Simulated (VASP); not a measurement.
Here is a VASP 6.6.1 calculation.

The input INCAR:

```
  PREC = Accurate
  ENCUT = 520
  EDIFF = 1E-6
  ISMEAR = 1
  SIGMA = 0.1
  LREAL = F
  LASPH = T
  NELM = 150
  ALGO = Normal
  ISIF = 2
  LWAVE = F
  LCHARG = F
  ISPIN = 2
  MAGMOM = 2
  LORBIT = 11
  LMAXMIX = 4
  GGA = PE
  NBANDS = 15
  AMIX = 0.2
  BMIX = 1E-4
  AMIX_MAG = 0.8
  BMIX_MAG = 1E-4
  ICORELEVEL = 1
```

The input KPOINTS:

```
Automatic mesh
0
Gamma
  18 18 18
```

POSCAR

```
Ni                                      
1.0
    0.0000000000      1.7582122178      1.7582122178
    1.7582122178      0.0000000000      1.7582122178
    1.7582122178      1.7582122178      0.0000000000
  Ni            
     1
Direct
     0.0000000000000000    0.0000000000000000    0.0000000000000000
```

Contents of KPOINTS_OPT:

```
explicit points
156
Reciprocal
 0.0000000000  0.0000000000  0.0000000000 1
 0.0357142857  0.0000000000  0.0357142857 1
 0.0714285714  0.0000000000  0.0714285714 1
 0.1071428571  0.0000000000  0.1071428571 1
 0.1428571429  0.0000000000  0.1428571429 1
 0.1785714286  0.0000000000  0.1785714286 1
[... 148 lines left out ...]
 0.5000000000  0.2500000000  0.7500000000 1
 0.5000000000  0.0000000000  0.5000000000 1
```

Potentials or basis: VASP PAW PBE potentials, release 64 (Ni).

The run is started by

```console
$ cat potpaw_PBE.64/Ni/POTCAR > POTCAR
$ mpirun -np 1 vasp_std > vasp.out
```

Task: Estimate the net moment.

Result: 0.62 μB per cell.

Task: What does it give for the pressure?

Result: 0.1 GPa.

Task: Estimate the site moments.

Result: Ni +0.63 μB.

Core levels (eV, on the scale of the bands):
```
atom                                                levels
1 Ni  1s -8195.0, 2s -965.0, 2p -827.9, 3s -93.9, 3p -54.3
```
